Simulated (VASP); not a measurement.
Data:

```
CELL_PARAMETERS angstrom
      2.07184    -3.58853     0.00000
      2.07184     3.58853     0.00000
      0.00000     0.00000     9.42454
ATOMIC_POSITIONS crystal
  Hg 0.71016 0.00000 0.66667
  Hg 0.00000 0.71016 0.33333
  Hg 0.28984 0.28984 0.00000
  S  0.50198 0.00000 0.16667
  S  0.00000 0.50198 0.83333
  S  0.49802 0.49802 0.50000
```

These are PBEsol GGA, VASP's PBE PAW potentials (set 64) (plane waves; VASP) values and carry that method's errors. Run with 400 eV cut-off, 7×7×3 Γ-centred mesh, tetrahedra with Blöchl corrections, potentials Hg S.

Without a dispersion term in the relaxation, distances and binding between the weakly bound layers, chains or molecules are unreliable, and so is what depends on them.

### Question
What does the run give for the energy per atom (σ→0)?

### Answer

energy per atom (σ→0): -2.628 eV/atom

The absolute energy has meaning only against runs of the same code, potentials and settings.

The compound is HgS in the cinnabar structure. It was relaxed first.
